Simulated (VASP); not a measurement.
## LiF (relaxed from the NiAs type structure, space group P6_3/mmc): computed properties

Method: PBEsol GGA, VASP's PBE PAW potentials (set 64) (plane waves; VASP).

* **space group**: P6_3/mmc (194)
* **cell**: a = 2.7832 Å, b = 2.7832 Å, c = 4.8045 Å, α = 90.00°, β = 90.00°, γ = 120.00°
* **volume per atom**: 8.06 Å³/atom
* **band gap (over mesh and band path)**: 8.95 eV
* **smallest direct gap (over mesh and band path)**: 8.95 eV
* **band-edge character**: direct, Γ to Γ
* **density**: 2.67 g/cm³

```
CELL_PARAMETERS angstrom
      2.78316     0.00000     0.00000
     -1.39158     2.41028     0.00000
      0.00000     0.00000     4.80445
ATOMIC_POSITIONS crystal
  Li 0.00000 0.00000 0.00000
  Li 0.00000 0.00000 0.50000
  F  0.33333 0.66667 0.25000
  F  0.66667 0.33333 0.75000
```

The structure was generated: LiF was put into the NiAs type type (P6_3/mmc), which need not be its known phase. It was relaxed first. Symmetry was kept, so distortions that lower it aren't found.
